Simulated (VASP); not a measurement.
A convergence study with VASP on C (diamond): one setting is varied, all else stays as given below, so the limit is that of these other settings.

```yaml
crystal:
  lattice:
    - [0.00000, 1.78350, 1.78350]
    - [1.78350, 0.00000, 1.78350]
    - [1.78350, 1.78350, 0.00000]
  atoms:
    - { symbol: C, position: [0.00000, 0.00000, 0.00000] }
    - { symbol: C, position: [0.25000, 0.25000, 0.25000] }
```

The numbers are results of PBEsol GGA, VASP's PBE PAW potentials (set 64) (plane waves; VASP), not measurements. The tightest run used: 700 eV cut-off, 24×24×24 Γ-centred mesh, Gaussian smearing of 0.010 eV, potentials C.

Question: The settings run are 4×4×4 mesh; 6×6×6 mesh; 8×8×8 mesh; 12×12×12 mesh; 14×14×14 mesh; 16×16×16 mesh; 18×18×18 mesh; 20×20×20 mesh; 22×22×22 mesh; 24×24×24 mesh. From which on does the mean ε∞ stay within 0.05  of the tightest run?

Answer: From 12×12×12 mesh on: it is off by 0.00 there and by no more than 0.05 in any finer run, while 8×8×8 mesh is off by 0.06.
```
setting        mean ε∞  irreducible k-points  difference judged ()
-------------  -------  --------------------  --------------------
4×4×4 mesh        7.50                     8                  1.61
6×6×6 mesh        6.20                    16                  0.31
8×8×8 mesh        5.95                    29                  0.06
12×12×12 mesh     5.89                    72                  0.00
14×14×14 mesh     5.89                   104                  0.00
16×16×16 mesh     5.89                   145                  0.00
18×18×18 mesh     5.89                   195                  0.00
20×20×20 mesh     5.89                   256                  0.00
22×22×22 mesh     5.89                   328                  0.00
24×24×24 mesh     5.89                   413                  0.00
```

Left out are rungs that failed or repeat a setting and relaxations that didn't move; long series are thinned to 24 rows.

The compound is C in the diamond structure. The cell was not relaxed at this level.
